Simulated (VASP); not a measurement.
VASP ran on this input.

**KPOINTS**
```
Automatic
0
G
 13 13 4
0 0 0
```

**POSCAR**
```
Ti2Zr2C4
1
   -0.0000000000     2.2516159376     2.2516159376
    2.2516159376    -0.0000000000     2.2516159376
    8.9697191959     8.9697191959     0.0367445543
Zr C Ti
2 4 2
Direct
  0.0108959625   0.0108959625   0.9918280282
  0.9891040375   0.9891040375   0.2581719718
  0.5000000000   0.5000000000   0.1250000000
  0.4780421870   0.4780421870   0.3914683598
  0.5000000000   0.5000000000   0.6250000000
  0.5219578130   0.5219578130   0.8585316402
  0.9889764031   0.9889764031   0.5082676977
  0.0110235969   0.0110235969   0.7417323023
```

### INCAR
```
SYSTEM  =  Ti2Zr2C4
PREC  =  Accurate; ENCUT  =  520; LREAL  =  F
LASPH  =  T
EDIFF  =  1E-7; NELM  =  100; ALGO  =  Normal
LMAXMIX  =  4
ISMEAR  =  -5
GGA  =  PS
ISIF  =  2
LWAVE  =  F; LCHARG  =  T; LORBIT  =  11
NEDOS  =  601
LEFG  =  T
```

POTCAR, in this order: Zr_sv C Ti_sv (PBE.64 set). Program: vasp_std.

Question: Translate this PBEsol calculation to Quantum ESPRESSO's pw.x.

Answer: One equivalent input (not run):
```
&CONTROL
  calculation = 'scf'
  pseudo_dir = './pseudo'
  outdir = './out'
  tprnfor = .true.
  tstress = .true.
/
&SYSTEM
  ibrav = 0
  nat = 8
  ntyp = 3
  ecutwfc = 84
  occupations = 'tetrahedra'
  input_dft = 'pbesol'
/
&ELECTRONS
  conv_thr = 7.3e-09
  electron_maxstep = 100
/
ATOMIC_SPECIES
  Zr 91.224 Zr.upf
  C 12.011 C.upf
  Ti 47.867 Ti.upf
CELL_PARAMETERS angstrom
    -0.0000000    2.2516159    2.2516159
     2.2516159   -0.0000000    2.2516159
     8.9697192    8.9697192    0.0367446
ATOMIC_POSITIONS crystal
  Zr   0.0108960  0.0108960  0.9918280
  Zr   0.9891040  0.9891040  0.2581720
  C    0.5000000  0.5000000  0.1250000
  C    0.4780422  0.4780422  0.3914684
  C    0.5000000  0.5000000  0.6250000
  C    0.5219578  0.5219578  0.8585316
  Ti   0.9889764  0.9889764  0.5082677
  Ti   0.0110236  0.0110236  0.7417323
K_POINTS automatic
  13 13 4 0 0 0
```
The two are equivalent in intent, not identical: the potentials are each code's own (VASP's PAW set, PseudoDojo norm-conserving files in pw.x), so ENCUT and ecutwfc are chosen apart and not converted; conv_thr bounds pw.x's estimated SCF error, while EDIFF bounds the energy change between steps; the field gradients of LEFG aren't asked of the other code.

The structure was generated: Ti2Zr2C4 was put into an ordered model structure (R-3m), which need not be its known phase. It was relaxed first.
